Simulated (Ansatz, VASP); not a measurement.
# Cross-check of Te (Tellurium) between VASP and Ansatz, part 2 of 2

One calculation is typed for both programs; each brings its own data sets. How far apart do they land? The cell is taken from a series of runs on this material, whose earlier steps may have relaxed, scaled, displaced or heated it; both programs get it as it stands.

VASP 6.6.1 and Ansatz 0.2.0.

So far: Set-up; Ansatz: zone-centre phonons, PBEsol.

## 3. VASP: zone-centre phonons, PBEsol

Level of this step: PBEsol; plane waves and PAW (Te) (VASP).

The same cell, functional, mesh and smearing now go to VASP, with its own data sets.

Lines of VASP's logs that name or quote its potential files are left out, and so is its time.

Input file INCAR:

```
SYSTEM = Te
PREC = Accurate
ENCUT = 500
EDIFF = 1E-08
NELM = 120
ISMEAR = 1
SIGMA = 0.2
LREAL = .FALSE.
ALGO = Normal
GGA = PS
NBANDS = 15
LORBIT = 11
LWAVE = .FALSE.
LCHARG = .FALSE.
ISIF = 2
IBRION = 8
LASPH = .TRUE.
GGA_COMPAT = .FALSE.
KPAR = 2
```

Input file POSCAR:

```
Te
1.0
    4.1869901120      0.0000000000      0.0000000000
   -2.0934950560      3.6260398024      0.0000000000
    0.0000000000      0.0000000000      5.9528602149
Te
3
Direct
    0.2944066688      0.0000000000      0.3333333333
    0.0000000000      0.2944066688      0.6666666667
    0.7055933312      0.7055933312      0.0000000000
```

Input file KPOINTS:

```
Automatic mesh
0
Gamma
12 12 8
0 0 0
```

The projector-augmented-wave data sets are Te (PBE family, release 64).

Started as:

```bash
mpirun -np 2 vasp_std
```

Numbers of over 12 decimals in the logs are rounded to 6 here.

Log:

```text
[banner, memory and clock lines left out]
running    2 mpi-ranks, on    1 nodes
 distrk:  each k-point on    1 cores,    2 groups
 distr:  one band on    1 cores,    1 groups

 POSCAR found type information on POSCAR Te
 POSCAR found :  1 types and       3 ions
|                                                                             |
|               ----> ADVICE to this user running VASP <----                  |
|                                                                             |
|     You enforced a specific xc type in the INCAR file but a different       |
|     [... a line on the potential file left out ...]
|     I HOPE YOU KNOW WHAT YOU ARE DOING!                                     |
|                                                                             |

 LDA part: xc-table for (Slater+PW92), standard interpolation
 POSCAR, INCAR and KPOINTS ok, starting setup
 FFT: planning ... GRIDC
 FFT: planning ... GRID_SOFT
 FFT: planning ... GRID
 WAVECAR not read
 entering main loop
       N       E                     dE             d eps       ncg     rms          rms(c)
DAV:   1     0.706243083921E+02    0.70624E+02   -0.65047E+03  3930   0.943E+02
DAV:   2    -0.607209439453E+01   -0.76696E+02   -0.72789E+02  5377   0.140E+02
DAV:   3    -0.104838471435E+02   -0.44118E+01   -0.43869E+01  4602   0.383E+01
DAV:   4    -0.105537422652E+02   -0.69895E-01   -0.69883E-01  5602   0.570E+00
DAV:   5    -0.105550229072E+02   -0.12806E-02   -0.12806E-02  5080   0.690E-01    0.149E+01
DAV:   6    -0.105432309543E+02    0.11792E-01   -0.82998E-03  5001   0.561E-01    0.921E+00
DAV:   7    -0.105390623479E+02    0.41686E-02   -0.16467E-02  4539   0.782E-01    0.200E-01
DAV:   8    -0.105388495442E+02    0.21280E-03   -0.26005E-03  4532   0.295E-01    0.968E-02
DAV:   9    -0.105388580700E+02   -0.85258E-05   -0.71260E-05  5776   0.567E-02    0.694E-02
DAV:  10    -0.105388593464E+02   -0.12764E-05   -0.69737E-06  4651   0.174E-02    0.878E-03
DAV:  11    -0.105388580893E+02    0.12571E-05   -0.26465E-06  5008   0.976E-03    0.397E-03
DAV:  12    -0.105388581681E+02   -0.78795E-07   -0.29201E-07  5155   0.320E-03    0.210E-03
DAV:  13    -0.105388581534E+02    0.14708E-07   -0.38829E-08  4749   0.125E-03    0.866E-04
DAV:  14    -0.105388581601E+02   -0.66877E-08   -0.16250E-09  3008   0.259E-04
   1 F= -.10538858E+02 E0= -.10540381E+02  d E =0.456976E-02
 Linear response reoptimize wavefunctions to high precision
DAV:   1    -0.105388581635E+02   -0.34339E-08   -0.13037E-09  4016   0.220E-04
DAV:   2    -0.105388581636E+02   -0.21146E-10   -0.23573E-10  2546   0.940E-05
 Linear response DOF=           3
 Linear response progress:
  Degree of freedom:   1/  3
       N       E                     dE             d eps       ncg     rms          rms(c)
RMM:   1    -0.453567592509E-01   -0.45357E-01    0.35503E-02 21960   0.105E+00
RMM:   2    -0.438998381120E-01    0.14569E-02   -0.23404E-03 15007   0.278E-01    0.983E-02
RMM:   3    -0.438399744562E-01    0.59864E-04   -0.79835E-05 15840   0.570E-02    0.683E-02
RMM:   4    -0.437940505800E-01    0.45924E-04   -0.22144E-05 16126   0.246E-02    0.126E-02
RMM:   5    -0.438021011572E-01   -0.80506E-05   -0.62703E-07 16295   0.520E-03    0.606E-03
RMM:   6    -0.438112213206E-01   -0.91202E-05   -0.29728E-07 16058   0.240E-03    0.121E-03
RMM:   7    -0.438102146612E-01    0.10067E-05    0.55357E-08 16544   0.629E-04    0.414E-04
RMM:   8    -0.438091342067E-01    0.10805E-05    0.13897E-07 16171   0.243E-04    0.106E-04
RMM:   9    -0.438092894090E-01   -0.15520E-06   -0.11877E-07 17027   0.658E-05    0.559E-05
RMM:  10    -0.438092806600E-01    0.87491E-08   -0.72372E-09 16758   0.306E-05    0.202E-05
 first order change of Fermi-energy   0.45532E+00
 force on displaced ion       1 direction 1 :  -2.464   0.000   0.000
 Linear response progress:
  Degree of freedom:   2/  3
       N       E                     dE             d eps       ncg     rms          rms(c)
RMM:   1    -0.463088694111E-01   -0.46309E-01    0.29796E-02 40102   0.105E+00
RMM:   2    -0.449026176850E-01    0.14063E-02   -0.24050E-03 27306   0.278E-01    0.786E-02
RMM:   3    -0.447809825875E-01    0.12164E-03   -0.10121E-04 28625   0.598E-02    0.537E-02
RMM:   4    -0.447132104039E-01    0.67772E-04   -0.35451E-05 29078   0.281E-02    0.143E-02
RMM:   5    -0.447261602124E-01   -0.12950E-04   -0.13935E-06 29463   0.623E-03    0.769E-03
RMM:   6    -0.447400573900E-01   -0.13897E-04   -0.31482E-07 29457   0.229E-03    0.965E-04
RMM:   7    -0.447394610524E-01    0.59634E-06    0.10282E-07 30276   0.477E-04    0.538E-04
RMM:   8    -0.447389087557E-01    0.55230E-06    0.61492E-08 30004   0.190E-04    0.644E-05
RMM:   9    -0.447389923779E-01   -0.83622E-07   -0.11173E-07 31096   0.511E-05    0.209E-05
RMM:  10    -0.447389684126E-01    0.23965E-07   -0.45199E-08 30625   0.259E-05    0.656E-06
RMM:  11    -0.447389752332E-01   -0.68206E-08   -0.33003E-08 30856   0.169E-05    0.507E-06
 first order change of Fermi-energy   0.61604E-04
 force on displaced ion       1 direction 2 :   0.000  -2.328  -0.261
 Linear response progress:
  Degree of freedom:   3/  3
       N       E                     dE             d eps       ncg     rms          rms(c)
RMM:   1    -0.584603705930E-01   -0.58460E-01    0.47171E-02 42648   0.109E+00
RMM:   2    -0.555658777300E-01    0.28945E-02   -0.30594E-03 27517   0.306E-01    0.289E-01
RMM:   3    -0.552558850564E-01    0.30999E-03   -0.64970E-04 28498   0.103E-01    0.202E-01
RMM:   4    -0.552280336013E-01    0.27851E-04   -0.15238E-05 28912   0.244E-02    0.996E-02
RMM:   5    -0.552323479384E-01   -0.43143E-05   -0.43114E-06 29531   0.132E-02    0.431E-03
RMM:   6    -0.552360129063E-01   -0.36650E-05   -0.16628E-07 29687   0.268E-03    0.281E-03
RMM:   7    -0.552394750303E-01   -0.34621E-05   -0.20304E-07 29525   0.118E-03    0.528E-04
RMM:   8    -0.552392840784E-01    0.19095E-06    0.12299E-07 30404   0.311E-04    0.268E-04
RMM:   9    -0.552394833443E-01   -0.19927E-06   -0.91576E-08 29556   0.141E-04    0.498E-05
RMM:  10    -0.552396062121E-01   -0.12287E-06   -0.14734E-07 31423   0.455E-05    0.121E-05
RMM:  11    -0.552396227447E-01   -0.16533E-07   -0.52383E-10 31007   0.209E-05    0.380E-06
RMM:  12    -0.552396183670E-01    0.43776E-08    0.17512E-09 30102   0.140E-05    0.124E-06
 first order change of Fermi-energy   0.36980E-04
 force on displaced ion       1 direction 3 :  -0.002  -0.263  -5.108
 Linear response finished
```

Parts of OUTCAR (step 3):

```text
ion  position               nearest neighbor table
   1  0.294  0.000  0.333-   3 2.91   2 2.91   3 3.25   3 3.25   2 3.25   2 3.25
   2  0.000  0.294  0.667-   3 2.91   1 2.91   3 3.25   3 3.25   1 3.25   1 3.25
   3  0.706  0.706  0.000-   1 2.91   2 2.91   1 3.25   2 3.25   2 3.25   1 3.25

  LATTYP: Found a hexagonal cell.
 ALAT       =     4.1869901120
 C/A-ratio  =     1.4217516774

 Subroutine GETGRP returns: Found  6 space group operations
 (whereof  2 operations were pure point group operations)

The static configuration has the point symmetry C_2 .
 The point group associated with its full space group is D_3 .

 Found    131 irreducible k-points:

   k-points           NKPTS =    131   k-points in BZ     NKDIM =    131   number of bands    NBANDS=     15

   dimension x,y,z NGX =    32 NGY =   32 NGZ =   48
   dimension x,y,z NGXF=    64 NGYF=   64 NGZF=   96

   ENCUT  =  500.0 eV  36.75 Ry    6.06 a.u.   7.63  7.63 10.85*2*pi/ulx,y,z

   NELECT =      18.0000    total number of electrons

 k-points in reciprocal lattice and weights: Automatic mesh
   0.00000000  0.00000000  0.00000000       0.001
   0.08333333  0.00000000  0.00000000       0.005
   0.16666667  0.00000000  0.00000000       0.005
   0.25000000  0.00000000  0.00000000       0.005
   0.33333333  0.00000000  0.00000000       0.005
   0.41666667  0.00000000  0.00000000       0.005
   0.50000000  0.00000000  0.00000000       0.003
   0.08333333  0.08333333  0.00000000       0.005
   0.16666667  0.08333333  0.00000000       0.010
[...]
0.33333333  0.25000000  0.50000000       0.010
   0.33333333  0.33333333  0.50000000       0.002

 average (electrostatic) potential at core
       1 -87.5281       2 -87.5281       3 -87.5281

  Total        1.4655079      1.4655079      1.5027006     -0.0000000     -0.0000000      0.0000000
  in kB       25.9799642     25.9799642     26.6393034     -0.0000000     -0.0000000      0.0000000
  external PRESSURE =      26.1997440 kB  Pullay stress =       0.0000000 kB

  energy-cutoff  :      500.00
  volume of cell :       90.38
      direct lattice vectors                 reciprocal lattice vectors
     4.186990112  0.000000000  0.000000000     0.238835052  0.137891481  0.000000000
    -2.093495056  3.626039802  0.000000000     0.000000000  0.275782963  0.000000000
     0.000000000  0.000000000  5.952860215     0.000000000  0.000000000  0.167986474

 POSITION                                       TOTAL-FORCE (eV/Angst)
 -----------------------------------------------------------------------------------
      1.23268      0.00000      1.98429         0.015076     -0.000000      0.000000
     -0.61634      1.06753      3.96857        -0.007538      0.013056     -0.000000
      1.47716      2.55851      0.00000        -0.007538     -0.013056      0.000000
 -----------------------------------------------------------------------------------
    total drift:                                0.000000     -0.000000     -0.000000

 Eigenvectors and eigenvalues of the dynamical matrix
 ----------------------------------------------------

   1 f  =    3.847788 THz    24.176366 2PiTHz  128.348398 cm-1    15.913166 meV
             X         Y         Z           dx          dy          dz
      1.232678  0.000000  1.984287     0.058132    0.037743    0.441020
     -0.616339  1.067530  3.968573     0.003545   -0.069211    0.368486
      1.477156  2.558510  0.000000    -0.061787    0.031539   -0.809506

   2 f  =    3.847788 THz    24.176366 2PiTHz  128.348398 cm-1    15.913166 meV
             X         Y         Z           dx          dy          dz
      1.232678  0.000000  1.984287     0.037696   -0.058205   -0.680114
     -0.616339  1.067530  3.968573    -0.069259   -0.003618    0.721991
      1.477156  2.558510  0.000000     0.031492    0.061714   -0.041877

   3 f  =    2.856567 THz    17.948340 2PiTHz   95.284821 cm-1    11.813807 meV
             X         Y         Z           dx          dy          dz
      1.232678  0.000000  1.984287     0.577350    0.000000   -0.000000
     -0.616339  1.067530  3.968573    -0.288675    0.500000    0.000000
      1.477156  2.558510  0.000000    -0.288675   -0.500000   -0.000000

   4 f  =    2.716405 THz    17.067678 2PiTHz   90.609526 cm-1    11.234144 meV
             X         Y         Z           dx          dy          dz
      1.232678  0.000000  1.984287    -0.000000    0.577350   -0.000140
     -0.616339  1.067530  3.968573    -0.500000   -0.288675   -0.000140
      1.477156  2.558510  0.000000     0.500000   -0.288675   -0.000140

   5 f  =    2.422520 THz    15.221142 2PiTHz   80.806570 cm-1    10.018733 meV
             X         Y         Z           dx          dy          dz
      1.232678  0.000000  1.984287    -0.415527    0.394795   -0.067530
     -0.616339  1.067530  3.968573     0.549675    0.162488    0.095322
      1.477156  2.558510  0.000000    -0.134110   -0.557247   -0.027792

   6 f  =    2.422520 THz    15.221142 2PiTHz   80.806570 cm-1    10.018733 meV
             X         Y         Z           dx          dy          dz
      1.232678  0.000000  1.984287    -0.394771   -0.415552    0.071080
     -0.616339  1.067530  3.968573    -0.162464    0.549649    0.022942
      1.477156  2.558510  0.000000     0.557272   -0.134135   -0.094023

   7 f/i=    0.000299 THz     0.001877 2PiTHz    0.009962 cm-1     0.001235 meV
             X         Y         Z           dx          dy          dz
      1.232678  0.000000  1.984287     0.112402   -0.566282    0.000057
     -0.616339  1.067530  3.968573     0.112415   -0.566319   -0.000019
      1.477156  2.558510  0.000000     0.112376   -0.566311   -0.000038

   8 f/i=    0.000299 THz     0.001877 2PiTHz    0.009962 cm-1     0.001235 meV
             X         Y         Z           dx          dy          dz
      1.232678  0.000000  1.984287     0.566326    0.112394   -0.000011
     -0.616339  1.067530  3.968573     0.566289    0.112381    0.000055
      1.477156  2.558510  0.000000     0.566297    0.112419   -0.000044

   9 f/i=    0.000657 THz     0.004130 2PiTHz    0.021924 cm-1     0.002718 meV
             X         Y         Z           dx          dy          dz
      1.232678  0.000000  1.984287    -0.000000   -0.000140   -0.577350
     -0.616339  1.067530  3.968573     0.000121    0.000070   -0.577350
      1.477156  2.558510  0.000000    -0.000121    0.000070   -0.577350

 ELASTIC MODULI CONTR FROM IONIC RELAXATION (kBar)
 Direction    XX          YY          ZZ          XY          YZ          ZX
 --------------------------------------------------------------------------------
 XX        -146.9562    -41.1511   -123.5941     -0.0000    -87.1340     -0.0000
 YY         -41.1511   -146.9562   -123.5941      0.0000     87.1340      0.0000
 ZZ        -123.5941   -123.5941   -162.4128     -0.0000     -0.0000     -0.0000
 XY          -0.0000      0.0000     -0.0000    -53.0612     -0.0000    -86.0633
 YZ         -87.1340     87.1340     -0.0000     -0.0000   -150.4006     -0.0000
 ZX          -0.0000      0.0000     -0.0000    -86.0633     -0.0000   -146.4029
 --------------------------------------------------------------------------------
```

## 4. Differences

Known differences besides the potentials themselves: the data sets hold 48 valence electrons in Ansatz (on its PAW soft_1 files) and 18 in VASP; the cutoff is 420 eV in Ansatz and 500 eV in VASP; Ansatz makes its cores anew for this functional, VASP keeps those of its PBE data sets. Total energies have different zeros and are not compared.

Compared:

```tsv
quantity	Ansatz	VASP	difference
optical mode 1 to 2 (cm⁻¹)	79.9	80.8	-1.11 %
optical mode 3 (cm⁻¹)	90.2	90.6	-0.47 %
optical mode 4 (cm⁻¹)	93.8	95.3	-1.60 %
optical mode 5 to 6 (cm⁻¹)	126.8	128.3	-1.19 %
```

Modes are paired by rising frequency, not by their patterns, so a pair may set unlike modes beside each other; they are those without the splitting of longitudinal modes.

## 5. Summary of results

| Property | Result |
| --- | --- |
| r.m.s. difference of the optical zone-centre modes, each program's sorted by frequency (zone-centre phonons, PBEsol) | 1.2 cm⁻¹ |
| difference in optical mode 4 (zone-centre phonons, PBEsol) | -1.6 % |

**Reading.** The r.m.s. difference of the optical zone-centre modes, each program's sorted by frequency is 1.2 cm⁻¹ (zone-centre phonons, PBEsol). The data sets hold unlike numbers of valence electrons (48 in Ansatz and 18 in VASP), so part of the differences comes from the potentials. Among the rows given in per cent, the largest difference of the zone-centre phonons, PBEsol pair is in optical mode 4, -1.6 %. How closely two codes agree says nothing of how well the functional describes the real material.

[Lines on the potential files, build, host, timing and source positions are cut from VASP's logs without a mark.]

[Logs are printed without paths, hosts, clocks, repeated set-up lines and the standing remarks that a program may print on its own settings, such as how far it seeks lower states.]

[Hosts, paths, dates, database ids (printed as entryN), source tags and the programs' standing remarks are cut or masked in the printed files.]
